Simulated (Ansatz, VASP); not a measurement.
# HfC: VASP beside Ansatz

One calculation is typed for both programs; each brings its own data sets. How far apart do they land? The cell is taken from a series of runs on this material, whose earlier steps may have relaxed, scaled, displaced or heated it; both programs get it as it stands.

Method: plane waves, with VASP 6.6.1 beside it; zone-centre phonons at LDA, in Ansatz 0.2.0.

## Step 1: Set-up

It takes space group I4/mmm (No. 139, tetragonal). The conventional cell has a = 3.214 Å, b = 3.214 Å, c = 4.756 Å, α = 90.00°, β = 90.00°, γ = 90.00°. Nearest to C lie 6 Hf at 2.27 to 2.38 Å. Hf has 6 C at 2.27 to 2.38 Å nearest. Farther neighbours are not listed.

## Step 2: VASP: zone-centre phonons, LDA

Second derivatives magnify differences that forces hide, and they need a tight electronic threshold.

Lines of VASP's logs that name or quote its potential files are left out, and so is its time.

INCAR

```
SYSTEM = HfC
PREC = Accurate
ENCUT = 600
EDIFF = 1E-08
NELM = 120
ISMEAR = 1
SIGMA = 0.2
LREAL = .FALSE.
ALGO = Normal
GGA = PW92
NBANDS = 13
LASPH = .TRUE.
LORBIT = 11
LWAVE = .FALSE.
LCHARG = .FALSE.
ISIF = 2
IBRION = 8
GGA_COMPAT = .FALSE.
KPAR = 2
```

POSCAR

```
HfC
1.0
    0.0000000000      2.2727794986      2.3778275019
    2.2727794986      0.0000000000      2.3778275019
    2.2727794986      2.2727794986      0.0000000000
C Hf
1 1
Direct
    0.0000000000      0.0000000000      0.0000000000
    0.5000000000      0.5000000000      0.5000000000
```

KPOINTS

```
Automatic mesh
0
Gamma
16 16 16
0 0 0
```

The projector-augmented-wave data sets are C and Hf_pv (LDA family, release 64).

Command:

```bash
$ mpirun -np 2 vasp_std
```

Numbers of over 12 decimals in the logs are rounded to 6 here.

What it wrote:

```text
[banner, memory and clock lines left out]
running    2 mpi-ranks, on    1 nodes
 distrk:  each k-point on    1 cores,    2 groups
 distr:  one band on    1 cores,    1 groups

 POSCAR found type information on POSCAR C Hf
 POSCAR found :  2 types and       2 ions
|                                                                             |
|               ----> ADVICE to this user running VASP <----                  |
|                                                                             |
|     You enforced a specific xc type in the INCAR file but a different       |
|     [... a line on the potential file left out ...]
|     I HOPE YOU KNOW WHAT YOU ARE DOING!                                     |
|                                                                             |

 LDA part: xc-table for (Slater(with rela. corr.)+PW92), standard interpolation
 POSCAR, INCAR and KPOINTS ok, starting setup
 FFT: planning ... GRIDC
 FFT: planning ... GRID_SOFT
 FFT: planning ... GRID
 WAVECAR not read
 entering main loop
       N       E                     dE             d eps       ncg     rms          rms(c)
DAV:   1     0.235093368727E+02    0.23509E+02   -0.86060E+03  9090   0.118E+03
DAV:   2    -0.242976000161E+02   -0.47807E+02   -0.44960E+02 11496   0.219E+02
DAV:   3    -0.260121826885E+02   -0.17146E+01   -0.17059E+01 11257   0.297E+01
DAV:   4    -0.260221017891E+02   -0.99191E-02   -0.99178E-02 10182   0.271E+00
DAV:   5    -0.260221763826E+02   -0.74594E-04   -0.74593E-04 11437   0.212E-01    0.610E+01
DAV:   6    -0.229464319180E+02    0.30757E+01   -0.14267E+01 10454   0.198E+01    0.432E+01
DAV:   7    -0.228641823606E+02    0.82250E-01   -0.64194E-01 10369   0.558E+00    0.253E+01
DAV:   8    -0.228476556559E+02    0.16527E-01   -0.72592E-02 11054   0.208E+00    0.601E+00
DAV:   9    -0.228410299772E+02    0.66257E-02   -0.29720E-02 10709   0.931E-01    0.192E+00
DAV:  10    -0.228405603112E+02    0.46967E-03   -0.16728E-03 11048   0.300E-01    0.171E-01
DAV:  11    -0.228405601082E+02    0.20305E-06   -0.77806E-05 10714   0.773E-02    0.896E-02
DAV:  12    -0.228405596646E+02    0.44358E-06   -0.11524E-06 11663   0.953E-03    0.129E-02
DAV:  13    -0.228405594720E+02    0.19264E-06   -0.70239E-07 10649   0.428E-03    0.132E-03
DAV:  14    -0.228405594750E+02   -0.30161E-08   -0.24060E-08 10173   0.123E-03
   1 F= -.22840559E+02 E0= -.22840654E+02  d E =0.284885E-03
 Linear response reoptimize wavefunctions to high precision
DAV:   1    -0.228405594754E+02   -0.37971E-09   -0.63604E-10  7482   0.223E-04
DAV:   2    -0.228405594754E+02   -0.15234E-10   -0.62985E-11  5727   0.675E-05
 Linear response DOF=           4
 Linear response progress:
  Degree of freedom:   1/  4
       N       E                     dE             d eps       ncg     rms          rms(c)
RMM:   1    -0.124870656028E+00   -0.12487E+00    0.16309E-02 35426   0.197E+00
RMM:   2    -0.119233616473E+00    0.56370E-02   -0.39686E-03 25857   0.377E-01    0.505E-01
RMM:   3    -0.119565013703E+00   -0.33140E-03   -0.78314E-04 23620   0.159E-01    0.262E-01
RMM:   4    -0.120541049420E+00   -0.97604E-03   -0.45240E-04 24089   0.117E-01    0.410E-02
RMM:   5    -0.120535092594E+00    0.59568E-05   -0.12372E-05 26548   0.260E-02    0.117E-02
RMM:   6    -0.120535748252E+00   -0.65566E-06   -0.42956E-07 28604   0.431E-03    0.500E-03
RMM:   7    -0.120522848345E+00    0.12900E-04   -0.11844E-07 27678   0.230E-03    0.306E-03
RMM:   8    -0.120527305223E+00   -0.44569E-05   -0.20415E-08 29013   0.778E-04    0.347E-04
RMM:   9    -0.120526389688E+00    0.91553E-06   -0.30632E-09 30948   0.171E-04    0.241E-04
RMM:  10    -0.120526342012E+00    0.47676E-07   -0.12514E-08 31134   0.513E-05    0.413E-05
RMM:  11    -0.120526360879E+00   -0.18867E-07    0.48157E-09 30396   0.265E-05    0.103E-05
RMM:  12    -0.120526398829E+00   -0.37950E-07   -0.32150E-09 29512   0.206E-05    0.107E-05
RMM:  13    -0.120526396743E+00    0.20864E-08   -0.18629E-09 22438   0.175E-05    0.147E-06
 first order change of Fermi-energy  -0.11021E-02
 force on displaced ion       1 direction 1 :  -9.435   0.000   0.000
 Linear response progress:
  Degree of freedom:   2/  4
       N       E                     dE             d eps       ncg     rms          rms(c)
RMM:   1    -0.118410183987E+00   -0.11841E+00    0.45873E-02 19921   0.184E+00
RMM:   2    -0.116987457612E+00    0.14227E-02   -0.24282E-03 14534   0.314E-01    0.301E-01
RMM:   3    -0.117312711473E+00   -0.32525E-03   -0.57548E-04 13059   0.136E-01    0.150E-01
RMM:   4    -0.118182319705E+00   -0.86961E-03   -0.39149E-04 13326   0.108E-01    0.280E-02
RMM:   5    -0.118181204947E+00    0.11148E-05   -0.10530E-05 15091   0.225E-02    0.883E-03
RMM:   6    -0.118176467457E+00    0.47375E-05   -0.42766E-07 16036   0.402E-03    0.424E-03
RMM:   7    -0.118168503851E+00    0.79636E-05   -0.68626E-08 15641   0.165E-03    0.266E-03
RMM:   8    -0.118169993002E+00   -0.14892E-05   -0.12713E-08 16607   0.600E-04    0.465E-04
RMM:   9    -0.118169935774E+00    0.57228E-07   -0.59057E-09 17177   0.115E-04    0.208E-04
RMM:  10    -0.118169942197E+00   -0.64231E-08   -0.50591E-09 17551   0.406E-05    0.304E-05
 first order change of Fermi-energy   0.32024E-02
 force on displaced ion       1 direction 3 :   0.000   0.000  -4.952
 Linear response progress:
  Degree of freedom:   3/  4
       N       E                     dE             d eps       ncg     rms          rms(c)
RMM:   1    -0.211828745895E+00   -0.21183E+00    0.38619E+00 17880   0.120E+01
RMM:   2    -0.207752607991E+00    0.40761E-02   -0.31027E-02 24901   0.128E+00    0.605E-01
RMM:   3    -0.207034751176E+00    0.71786E-03   -0.10191E-03 31109   0.155E-01    0.252E-01
RMM:   4    -0.206535778639E+00    0.49897E-03   -0.90749E-05 33501   0.553E-02    0.153E-01
RMM:   5    -0.206114386360E+00    0.42139E-03   -0.34045E-05 33705   0.379E-02    0.156E-02
RMM:   6    -0.206109499174E+00    0.48872E-05   -0.28343E-06 33338   0.111E-02    0.749E-03
RMM:   7    -0.206118964296E+00   -0.94651E-05   -0.18689E-07 36576   0.280E-03    0.753E-03
RMM:   8    -0.206120214248E+00   -0.12500E-05   -0.43840E-06 35739   0.694E-04    0.163E-03
RMM:   9    -0.206120730847E+00   -0.51660E-06   -0.36858E-06 37605   0.327E-04    0.537E-05
RMM:  10    -0.206121031012E+00   -0.30017E-06   -0.22972E-06 36385   0.130E-04    0.135E-04
RMM:  11    -0.206121108743E+00   -0.77730E-07   -0.10906E-06 38612   0.680E-05    0.112E-04
RMM:  12    -0.206121128998E+00   -0.20256E-07   -0.58827E-07 36219   0.453E-05    0.618E-05
RMM:  13    -0.206121153927E+00   -0.24928E-07   -0.29642E-07 35279   0.367E-05    0.107E-05
RMM:  14    -0.206121148100E+00    0.58270E-08   -0.16786E-07 27347   0.316E-05    0.135E-05
RMM:  15    -0.206121151646E+00   -0.35463E-08   -0.82449E-08 24578   0.292E-05    0.859E-06
 first order change of Fermi-energy   0.14965E-02
 force on displaced ion       2 direction 1 :  -9.431   0.000   0.000
 Linear response progress:
  Degree of freedom:   4/  4
       N       E                     dE             d eps       ncg     rms          rms(c)
RMM:   1    -0.215137216688E+00   -0.21514E+00    0.34656E+00 10335   0.115E+01
RMM:   2    -0.212374388974E+00    0.27628E-02   -0.29753E-02 14035   0.124E+00    0.439E-01
RMM:   3    -0.211839067373E+00    0.53532E-03   -0.89539E-04 17283   0.138E-01    0.146E-01
RMM:   4    -0.211468982171E+00    0.37009E-03   -0.61864E-05 18561   0.411E-02    0.110E-01
RMM:   5    -0.211073081588E+00    0.39590E-03   -0.22889E-05 18727   0.312E-02    0.113E-02
RMM:   6    -0.211065105423E+00    0.79762E-05   -0.79510E-07 19210   0.801E-03    0.353E-03
RMM:   7    -0.211078015849E+00   -0.12910E-04    0.11694E-07 19163   0.248E-03    0.379E-03
RMM:   8    -0.211078707058E+00   -0.69121E-06   -0.17240E-06 19708   0.554E-04    0.805E-04
RMM:   9    -0.211078945959E+00   -0.23890E-06   -0.95331E-07 20888   0.185E-04    0.266E-05
RMM:  10    -0.211079072119E+00   -0.12616E-06   -0.42630E-07 20713   0.742E-05    0.218E-05
RMM:  11    -0.211079086360E+00   -0.14241E-07   -0.23047E-07 20940   0.474E-05    0.389E-05
RMM:  12    -0.211079091667E+00   -0.53062E-08   -0.72372E-08 19261   0.332E-05    0.437E-06
 first order change of Fermi-energy  -0.29425E-02
 force on displaced ion       2 direction 3 :   0.000   0.000  -4.952
 Linear response finished
```

Parts of OUTCAR (step 2):

```text
ion  position               nearest neighbor table
   1  0.000  0.000  0.000-   2 2.27   2 2.27   2 2.27   2 2.27   2 2.38   2 2.38
   2  0.500  0.500  0.500-   1 2.27   1 2.27   1 2.27   1 2.27   1 2.38   1 2.38

  LATTYP: Found a body centered tetragonal cell.
 ALAT       =     3.2141955912
 C/A-ratio  =     1.4795785972

 Subroutine GETGRP returns: Found 16 space group operations
 (whereof 16 operations were pure point group operations)

The static configuration has the point symmetry D_4h.

 Found    349 irreducible k-points:

   k-points           NKPTS =    349   k-points in BZ     NKDIM =    349   number of bands    NBANDS=     13

   dimension x,y,z NGX =    28 NGY =   28 NGZ =   28
   dimension x,y,z NGXF=    56 NGYF=   56 NGZF=   56

   ENCUT  =  600.0 eV  44.10 Ry    6.64 a.u.   6.57  6.57  6.42*2*pi/ulx,y,z

   NELECT =      14.0000    total number of electrons

 k-points in reciprocal lattice and weights: Automatic mesh
   0.00000000  0.00000000  0.00000000       0.000
   0.06250000  0.00000000  0.00000000       0.002
   0.12500000  0.00000000  0.00000000       0.002
   0.18750000  0.00000000  0.00000000       0.002
   0.25000000  0.00000000  0.00000000       0.002
   0.31250000  0.00000000  0.00000000       0.002
   0.37500000  0.00000000  0.00000000       0.002
   0.43750000  0.00000000  0.00000000       0.002
   0.50000000  0.00000000  0.00000000       0.001
[...]
-0.31250000  0.18750000  0.50000000       0.001
  -0.25000000  0.25000000  0.50000000       0.000

 average (electrostatic) potential at core
       1 -51.7285       2 -35.4731

  Total        0.0363943      0.0363943     -2.6891182      0.0000000      0.0000000     -0.0000000
  in kB        2.3736618      2.3736618   -175.3862459      0.0000000      0.0000000     -0.0000000
  external PRESSURE =     -56.8796408 kB  Pullay stress =       0.0000000 kB

  energy-cutoff  :      600.00
  volume of cell :       24.57
      direct lattice vectors                 reciprocal lattice vectors
     0.000000000  2.272779499  2.377827502    -0.219994945  0.219994945  0.210275977
     2.272779499  0.000000000  2.377827502     0.219994945 -0.219994945  0.210275977
     2.272779499  2.272779499  0.000000000     0.219994945  0.219994945 -0.210275977

 POSITION                                       TOTAL-FORCE (eV/Angst)
 -----------------------------------------------------------------------------------
      0.00000      0.00000      0.00000         0.000000      0.000000      0.000000
      2.27278      2.27278      2.37783        -0.000000     -0.000000     -0.000000
 -----------------------------------------------------------------------------------
    total drift:                                0.000000      0.000000      0.000000

 Eigenvectors and eigenvalues of the dynamical matrix
 ----------------------------------------------------

   1 f  =   14.314290 THz    89.939340 2PiTHz  477.473336 cm-1    59.199122 meV
             X         Y         Z           dx          dy          dz
      0.000000  0.000000  0.000000     0.000000    0.967976    0.000000
      2.272779  2.272779  2.377828     0.000000   -0.251043    0.000000

   2 f  =   14.314290 THz    89.939340 2PiTHz  477.473336 cm-1    59.199122 meV
             X         Y         Z           dx          dy          dz
      0.000000  0.000000  0.000000     0.967976    0.000000    0.000000
      2.272779  2.272779  2.377828    -0.251043    0.000000    0.000000

   3 f  =   10.370554 THz    65.160112 2PiTHz  345.924444 cm-1    42.889146 meV
             X         Y         Z           dx          dy          dz
      0.000000  0.000000  0.000000     0.000000    0.000000    0.967963
      2.272779  2.272779  2.377828     0.000000    0.000000   -0.251094

   4 f/i=    0.000027 THz     0.000167 2PiTHz    0.000885 cm-1     0.000110 meV
             X         Y         Z           dx          dy          dz
      0.000000  0.000000  0.000000     0.000000    0.000000   -0.251094
      2.272779  2.272779  2.377828     0.000000    0.000000   -0.967963

   5 f/i=    0.000794 THz     0.004992 2PiTHz    0.026500 cm-1     0.003286 meV
             X         Y         Z           dx          dy          dz
      0.000000  0.000000  0.000000     0.000000   -0.251043    0.000000
      2.272779  2.272779  2.377828     0.000000   -0.967976    0.000000

   6 f/i=    0.000794 THz     0.004992 2PiTHz    0.026500 cm-1     0.003286 meV
             X         Y         Z           dx          dy          dz
      0.000000  0.000000  0.000000    -0.251043    0.000000    0.000000
      2.272779  2.272779  2.377828    -0.967976    0.000000    0.000000

 ELASTIC MODULI CONTR FROM IONIC RELAXATION (kBar)
 Direction    XX          YY          ZZ          XY          YZ          ZX
 --------------------------------------------------------------------------------
 XX           0.0000      0.0000      0.0000      0.0000      0.0000      0.0000
 YY           0.0000      0.0000      0.0000      0.0000      0.0000      0.0000
 ZZ           0.0000      0.0000      0.0000      0.0000      0.0000      0.0000
 XY           0.0000      0.0000      0.0000      0.0000      0.0000      0.0000
 YZ           0.0000      0.0000      0.0000      0.0000      0.0000      0.0000
 ZX           0.0000      0.0000      0.0000      0.0000      0.0000      0.0000
 --------------------------------------------------------------------------------
```

Harder data sets than Hf_pv exist (the GW ones), and pressures, volumes and forces can shift noticeably with them.

(Part 1 of 2 ends here.)

[Lines on the potential files, build, host, timing and source positions are cut from VASP's logs without a mark.]

[Logs are printed without paths, hosts, clocks, repeated set-up lines and the standing remarks that a program may print on its own settings, such as how far it seeks lower states.]

[Hosts, paths, dates, database ids (printed as entryN), source tags and the programs' standing remarks are cut or masked in the printed files.]
